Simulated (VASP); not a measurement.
Given:

```
V
1.0
    2.95820     0.00000     0.00000
    0.00000     2.95820     0.00000
    0.00000     0.00000    23.51913
V
6
Direct
  0.50000   0.00000   0.34278
  0.00000   0.50000   0.40567
  0.50000   0.00000   0.46855
  0.00000   0.50000   0.53144
  0.50000   0.00000   0.59433
  0.00000   0.50000   0.65722
```

The numbers are results of PBEsol GGA, VASP's PBE PAW potentials (set 64) (plane waves; VASP), not measurements. Settings: PREC = Normal, EDIFF = 1E-5, 400 eV cut-off, 9×9×1 Γ-centred mesh, first-order Methfessel-Paxton smearing of 0.10 eV, potentials V_sv.

Problem. The ions are relaxed. Predict the relaxed structure.

Solution. 
```
V
1.0
    2.95820     0.00000     0.00000
    0.00000     2.95820     0.00000
    0.00000     0.00000    23.51913
V
6
Direct
  0.50000   0.00000   0.34957
  0.00000   0.50000   0.40485
  0.50000   0.00000   0.46733
  0.00000   0.50000   0.53267
  0.50000   0.00000   0.59515
  0.00000   0.50000   0.65043
```

Problem. How much energy does the relaxation gain?

Solution. The energy (σ→0) changes by -32.0 meV/atom, in 10 ionic steps.

```tsv
step	E(σ→0) (eV)	max force (eV/Å)	pressure (GPa)	volume (Å³)
1	-54.7079	0.967	-4.16	205.81
2	-54.8378	0.570	-3.47	205.81
3	-54.8797	0.226	-2.69	205.81
4	-54.8805	0.158	-2.83	205.81
5	-54.8857	0.137	-2.64	205.81
6	-54.8963	0.069	-2.14	205.81
7	-54.8943	0.120	-1.07	205.81
8	-54.8991	0.083	-1.62	205.81
9	-54.8995	0.074	-1.54	205.81
10	-54.8997	0.004	-1.58	205.81
```

The cell is a thin slab with vacuum, built from V (bcc): (100) face. The run is not spin-polarised, so no magnetic state was tried.
